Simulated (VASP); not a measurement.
```yaml
crystal:
  lattice:
    - [-1.68300, 1.68300, 1.68300]
    - [1.68300, -1.68300, 1.68300]
    - [1.68300, 1.68300, -1.68300]
  atoms:
    - { symbol: Nb, position: [0.00000, 0.00000, 0.00000] }
```

Calculation: PBE GGA, VASP's PBE PAW potentials (set 64) (plane waves; VASP). Numerical set-up: 400 eV cut-off, KSPACING 0.3 per Å, first-order Methfessel-Paxton smearing of 0.10 eV, potentials Nb_sv.

Q: Give the stress tensor in GPa (positive for a compressed cell).

A: 
```
-8.85   0.00   0.00
 0.00  -8.85   0.00
 0.00   0.00  -8.85
```
The pressure is its mean diagonal, -8.85 GPa.

The compound is Nb in the bcc structure. The cell was not relaxed at this level. The run is one of a series of settings (KGAMMA = .TRUE., KSPACING = 0.3, KPOINTS file removed against the base run), some of them coarse on purpose.
